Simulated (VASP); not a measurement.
A convergence study with VASP on BaS (rock salt): one setting is varied, all else stays as given below, so the limit is that of these other settings. Each run relaxes cell and ions from the cell shown. The basis is that of the starting cell, so low cut-offs carry a Pulay error.

```yaml
crystal:
  lattice:
    - [0.00000, 3.19500, 3.19500]
    - [3.19500, 0.00000, 3.19500]
    - [3.19500, 3.19500, 0.00000]
  atoms:
    - { symbol: Ba, position: [0.00000, 0.00000, 0.00000] }
    - { symbol: S, position: [0.50000, 0.50000, 0.50000] }
```

The numbers are results of PBE GGA, VASP's PBE PAW potentials (set 64) (plane waves; VASP 6.6.1), not measurements. The tightest run used: 700 eV cut-off, 6×6×6 Γ-centred mesh, Gaussian smearing of 0.050 eV, potentials Ba_sv S.

Unless said otherwise, spin-orbit coupling is left out, though it shifts the bands of the heavy elements here. Gaps are read on the run's mesh, which can miss a band edge.

Question: The settings run are ENCUT = 150; ENCUT = 200; ENCUT = 250; ENCUT = 300; ENCUT = 350; ENCUT = 400; ENCUT = 450; ENCUT = 500; ENCUT = 550; ENCUT = 600; ENCUT = 650; ENCUT = 700. From which on does the relaxed volume stay within 0.05 Å³/atom of the tightest run?

Answer: From ENCUT = 350 on: it is off by 0.006 there and by no more than 0.05 in any finer run, while ENCUT = 300 is off by 0.097.
```
setting      relaxed volume (Å³/atom)  E (eV/atom)  gap on the mesh (eV)  plane waves  difference judged (Å³/atom)
-----------  ------------------------  -----------  --------------------  -----------  ---------------------------
ENCUT = 150                    30.024      -5.1563                 1.948          283                        3.630
ENCUT = 200                    32.156      -5.0879                 2.078          444                        1.498
ENCUT = 250                    33.160      -5.0926                 2.136          596                        0.494
ENCUT = 300                    33.557      -5.0956                 2.155          785                        0.097
ENCUT = 350                    33.647      -5.0966                 2.159          982                        0.006
ENCUT = 400                    33.642      -5.0965                 2.158         1243                        0.012
ENCUT = 450                    33.635      -5.0965                 2.158         1428                        0.019
ENCUT = 500                    33.636      -5.0968                 2.158         1676                        0.018
ENCUT = 550                    33.642      -5.0970                 2.159         1932                        0.012
ENCUT = 600                    33.648      -5.0972                 2.159         2200                        0.006
ENCUT = 650                    33.653      -5.0973                 2.159         2475                        0.001
ENCUT = 700                    33.654      -5.0973                 2.159         2778                        0.000
```

Left out are rungs that failed or repeat a setting and relaxations that didn't move; long series are thinned to 24 rows.

The compound is BaS in the rock salt structure.
